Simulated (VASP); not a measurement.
Consider the following.

```xyz
4
Lattice="1.6031 -2.7766 0.0000 1.6031 2.7766 0.0000 0.0000 0.0000 5.2177" Properties=species:S:1:pos:R:3 pbc="T T T"
Ga     1.6031    -0.9255     2.6091
Ga     1.6031     0.9255     0.0003
N      1.6031    -0.9255     4.5756
N      1.6031     0.9255     1.9668
```

The numbers are results of TPSS meta-GGA, VASP's PBE PAW potentials (set 64) (plane waves; VASP), not measurements. Run with 520 eV cut-off, 9×9×5 Γ-centred mesh, tetrahedra with Blöchl corrections, potentials Ga_d N.

The cores are frozen, which limits the accuracy of field gradients.

### Question
Give the principal components of the electric field gradient (V/Å²) and the asymmetry η at each nucleus.

### Answer

```json
[
 {"atom": "Ga1", "Vxx": "-2.2", "Vyy": "-2.2", "Vzz": "4.5", "η": "0.00"},
 {"atom": "Ga2", "Vxx": "-2.2", "Vyy": "-2.2", "Vzz": "4.5", "η": "0.00"},
 {"atom": "N3", "Vxx": "-0.4", "Vyy": "-0.4", "Vzz": "0.9", "η": "0.00"},
 {"atom": "N4", "Vxx": "-0.4", "Vyy": "-0.4", "Vzz": "0.9", "η": "0.00"}
]
```

The compound is GaN in the wurtzite structure. It was relaxed first.
